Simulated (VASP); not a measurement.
```yaml
crystal:
  lattice:
    - [4.03912, 0.00000, 0.00000]
    - [0.00000, 4.03912, 0.00000]
    - [0.00000, 0.00000, 4.03912]
  atoms:
    - { symbol: Tl, position: [0.00000, 0.00000, 0.00000] }
    - { symbol: Cl, position: [0.50000, 0.50000, 0.50000] }
```

All values below come from RPBE GGA, VASP's PBE PAW potentials (set 64) (plane waves; VASP). Numerical set-up: 520 eV cut-off, Gaussian smearing of 0.050 eV, potentials Tl_d Cl.

Unless said otherwise, spin-orbit coupling is left out, though it shifts the bands of the heavy elements here.

Question: Give the energies of bands 7 to 13 at the high-symmetry points, in eV from the valence-band maximum.

Answer: 
```csv
band,Γ,X,M,R
7,-4.17,-4.58,-3.17,-2.36
8,-0.86,-0.57,-1.96,-1.28
9,-0.86,-0.57,-1.96,-1.28
10,-0.86,0.00,-0.52,-1.28
11,7.32,2.59,4.84,3.18
12,7.32,6.55,4.84,3.18
13,7.32,6.55,7.87,3.18
```

The gap is direct, 2.59 eV, from the valence maximum at X to the conduction minimum at X.

The compound is TlCl in the CsCl type structure. It was relaxed first, which changed the volume by +16 %.
